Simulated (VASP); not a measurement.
Ru: relaxation of cell and atoms with PBEsol

Ru:

```xyz
2
Lattice="2.6883 0.0000 0.0000 -1.3441 2.3281 0.0000 0.0000 0.0000 4.2553" Properties=species:S:1:pos:R:3 pbc="T T T"
Ru    0.0000    1.5521    1.0638
Ru    1.3441    0.7760    3.1915
```

```yaml
Program: VASP 6.6.1
Task: relaxation of cell and atoms
Functional: PBEsol
Potentials_or_basis: VASP PAW PBE potentials, release 64 (Ru_pv)
Cutoff: 600 eV
k_mesh: 15 × 15 × 9
Occupations: methfessel-paxton, width 0.1 eV
Spin: no spin polarisation
Further_INCAR_settings: ALGO = Normal; EDIFF = 1e-07; IBRION = 2; EDIFFG = -0.005; NSW = 90; ISIF = 3
```

| Item | Value |
| --- | --- |
| Relaxed volume | 13.31 Å³/atom |
| Relaxed cell | a = 2.688 Å, b = 2.688 Å, c = 4.255 Å, α = 90.00°, β = 90.00°, γ = 120.00° |
| Space group after relaxing (to 0.05 Å) | P6_3/mmc (No. 194) |
| Energy gained by relaxing | 0.0 meV/atom |
| Ionic steps | 3 |
| Pressure after relaxing | 0.0 GPa |
| Band gap on the k mesh | none (metal or under the smearing width) |

Final structure:
```
Ru
1.0
     2.68790    0.00000    0.00000
    -1.34395    2.32779    0.00000
     0.00000    0.00000    4.25521
Ru
2
Direct
  0.33333 0.66667 0.25000
  0.66667 0.33333 0.75000
```

Levels at points of the mesh, in eV from the Fermi level:
```tsv
k point	band 12	band 13	band 14	band 15	band 16	band 17
(0.00, 0.00, 0.00)	-1.96	-1.96	-1.40	-1.40	1.25	1.25
```

Wall time 44 s on 1 thread of Intel(R) Xeon(R) 6975P-C (Granite Rapids), on a shared host, peak memory 0.21 GiB.

Caveat: the PAW data sets were made with another functional, which shifts forces and pressure a little.
